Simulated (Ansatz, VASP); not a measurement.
**Two plane-wave programs on Ga3Cl**

```xyz
4
Lattice="0.0000 3.9718 0.0000 3.9718 0.0000 0.0000 1.9859 1.9859 -4.5778" Properties=species:S:1:pos:R:3 pbc="T T T"
Ga    1.9859    1.9859    0.0000
Ga    1.9859    3.9718   -2.2889
Ga    3.9718    1.9859   -2.2889
Cl    0.0000    0.0000    0.0000
```

The cell was built by a generator and needn't be a form met in nature.

Alike in both runs: task relaxation of cell and atoms; functional PBE; k mesh 5 × 5 × 5; no spin polarisation.

|  | VASP | Ansatz |
| --- | --- | --- |
| version | VASP 6.6.1 | Ansatz 0.2.0 |
| potentials or method | VASP PAW PBE potentials, release 64 (Ga_d, Cl) | PAW plane waves |
| plane-wave cutoff (eV) | 600 | 420 |
| occupations | methfessel-paxton of order 1, width 0.2427 eV | cold, width 0.2427 eV |
| valence electrons in the cell | 46 | 46 |

Ansatz gave:

- gap on the k mesh at the Fermi level, each at its own relaxed structure (eV): none
- relaxed volume (Å³/atom): 23.06
- relaxed cell length with the largest relative difference (Å): 6.199
- energy change over the relaxation (meV/atom): -144

**Question.** Estimate VASP's values.

**Answer.** gap on the k mesh at the Fermi level, each at its own relaxed structure (eV): none; relaxed volume (Å³/atom): 23.01; relaxed cell length with the largest relative difference (Å): 6.184; energy change over the relaxation (meV/atom): -145.

A gap of «none» marks a metal or a gap that the smearing closes.

Caveats: the volume moved by over 15 % at a fixed basis, so the end points are rough (VASP).
